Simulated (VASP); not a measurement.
Write the native input for VASP 6.6.1 that does the following.

```
Task                   : electric field gradients
Functional             : PBE
Potentials or basis    : VASP PAW PBE potentials, release 64 (Nb_sv, Cd)
Cutoff                 : 520 eV
k mesh                 : 8 × 8 × 8
Occupations            : fermi-dirac, width 0.03 eV
Spin                   : no spin polarisation
Dipole correction      : no
Further INCAR settings : ALGO = Normal; EDIFF = 1e-08; NBANDS = 32
```

The structure of NbCd3 lies in POSCAR:

```
NbCd3
1.0
    4.2150000000      0.0000000000      0.0000000000
    0.0000000000      4.2150000000      0.0000000000
    0.0000000000      0.0000000000      4.2150000000
Nb Cd
1 3
Direct
    0.0000000000      0.0000000000      0.0000000000
    0.0000000000      0.5000000000      0.5000000000
    0.5000000000      0.0000000000      0.5000000000
    0.5000000000      0.5000000000      0.0000000000
```

One way to write it, as run:

INCAR

```
SYSTEM = NbCd3
PREC = Accurate
ENCUT = 520
EDIFF = 1E-8
ISMEAR = -1
SIGMA = 0.03
LREAL = .FALSE.
LASPH = .TRUE.
NELM = 100
ALGO = Normal
ISIF = 2
LWAVE = .FALSE.
LCHARG = .FALSE.
GGA = PE
LEFG = .TRUE.
NBANDS = 32
```

KPOINTS

```
Automatic mesh
0
G
  8 8 8
  0 0 0
```

Potentials or basis: VASP PAW PBE potentials, release 64 (Nb_sv, Cd).

The run is started by

```bash
$ cat potpaw_PBE.64/Nb_sv/POTCAR potpaw_PBE.64/Cd/POTCAR > POTCAR
$ mpirun -np 1 vasp_std > vasp.out
```

It gave:

- Pressure: 7.7 GPa
- Band gap on the k mesh: none (metal or under the smearing width)

Wall time 41 s on 1 thread of Intel(R) Xeon(R) Platinum 8488C (Sapphire Rapids), on a shared host, peak memory 0.21 GiB.
